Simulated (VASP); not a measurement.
# SnSe: band structure with PBE

**Measured values to compare with.**

“Linear dichroism of the optical properties of SnS and SnSe van der Waals crystals”, 2024, arxiv:2409.17412 reports, for a bulk crystal of SnSe at 300 K: band gap 0.89 eV (indirect).

SnSe:

```
Sn Se
1.0
    11.48649    0.00000    0.00000
     0.00000    4.17221    0.00000
     0.00000    0.00000    4.37968
Sn Se
4 4
Direct
  0.11763 0.25000 0.09317
  0.38237 0.75000 0.59317
  0.61763 0.25000 0.40683
  0.88237 0.75000 0.90683
  0.35703 0.25000 0.02202
  0.14297 0.75000 0.52202
  0.85703 0.25000 0.47798
  0.64297 0.75000 0.97798
```

```yaml
Program: VASP 6.6.1
Task: band structure
Functional: PBE
Potentials_or_basis: VASP PAW PBE potentials, release 64 (Sn_d, Se)
Cutoff: 520 eV
k_mesh: 4 × 8 × 8
Occupations: gaussian, width 0.03 eV
Spin: no spin polarisation
Further_INCAR_settings: ALGO = Fast; EDIFF = 1e-07; NBANDS = 50
```

The pressure is 2.3 GPa and the largest force is 0.010 eV/Å. The band gap on the k mesh is 0.54 eV, indirect (least direct gap 0.82 eV) and the band gap along the path is 0.44 eV, indirect (least direct gap 0.52 eV).

Forces on the atoms (eV/Å):
```
Sn   0.002  0.000 -0.002
Sn  -0.002  0.000 -0.002
Sn   0.002  0.000  0.002
Sn  -0.002  0.000  0.002
Se   0.008  0.000  0.005
Se  -0.008  0.000  0.005
Se   0.008  0.000 -0.005
Se  -0.008  0.000 -0.005
```

Levels at the corners of the path, in eV from the valence-band top:
| point | band 38 | band 39 | band 40 | band 41 | band 42 | band 43 |
| --- | --- | --- | --- | --- | --- | --- |
| Γ | -1.34 | -0.75 | -0.61 | 0.51 | 2.94 | 3.11 |
| X | -1.03 | -0.69 | -0.69 | 0.91 | 0.91 | 1.36 |
| X | -1.03 | -0.69 | -0.69 | 0.91 | 0.91 | 1.36 |
| S | -2.38 | -1.56 | -1.56 | 2.57 | 2.57 | 2.98 |
| S | -2.38 | -1.56 | -1.56 | 2.57 | 2.57 | 2.98 |
| Y | -0.82 | -0.29 | -0.29 | 1.19 | 1.19 | 1.41 |
| Y | -0.82 | -0.29 | -0.29 | 1.19 | 1.19 | 1.41 |
| Γ | -1.34 | -0.75 | -0.61 | 0.51 | 2.94 | 3.11 |
| Γ | -1.34 | -0.75 | -0.61 | 0.51 | 2.94 | 3.11 |
| Z | -1.95 | -0.62 | -0.62 | 2.53 | 2.53 | 2.75 |
| Z | -1.95 | -0.62 | -0.62 | 2.53 | 2.53 | 2.75 |
| U | -0.95 | -0.95 | -0.95 | 1.38 | 1.38 | 1.38 |
| U | -0.95 | -0.95 | -0.95 | 1.38 | 1.38 | 1.38 |
| R | -1.63 | -1.63 | -1.63 | 2.37 | 2.37 | 2.37 |
| R | -1.63 | -1.63 | -1.63 | 2.37 | 2.37 | 2.37 |
| T | -0.49 | -0.26 | -0.26 | 1.12 | 1.12 | 1.46 |
| T | -0.49 | -0.26 | -0.26 | 1.12 | 1.12 | 1.46 |
| Z | -1.95 | -0.62 | -0.62 | 2.53 | 2.53 | 2.75 |
| Y | -0.82 | -0.29 | -0.29 | 1.19 | 1.19 | 1.41 |
| T | -0.49 | -0.26 | -0.26 | 1.12 | 1.12 | 1.46 |
| U | -0.95 | -0.95 | -0.95 | 1.38 | 1.38 | 1.38 |
| X | -1.03 | -0.69 | -0.69 | 0.91 | 0.91 | 1.36 |
| S | -2.38 | -1.56 | -1.56 | 2.57 | 2.57 | 2.98 |
| R | -1.63 | -1.63 | -1.63 | 2.37 | 2.37 | 2.37 |

Run time: 18 min on 2 MPI ranks on Intel(R) Xeon(R) 6975P-C (Granite Rapids), with other jobs on the host, peak memory 1.1 GiB a rank.

Measured gap of SnSe: 0.89 eV (indirect; 300 K; “Linear dichroism of the optical properties of SnS and SnSe van der Waals crystals”, 2024, arxiv:2409.17412). This calculation gives 0.44 eV (-0.45 eV). 2 values of this kind are on record (0.89 to 0.99 eV); this one was drawn at random. Spin-orbit coupling on Se, Sn is left out. The value is that of PBE, without temperature or zero-point motion. Semilocal functionals fall short of measured gaps as a rule.

Caveat: spin-orbit coupling is left out, which moves the levels of the heavy elements; the mesh misses the band edges, which the band path finds closer together.
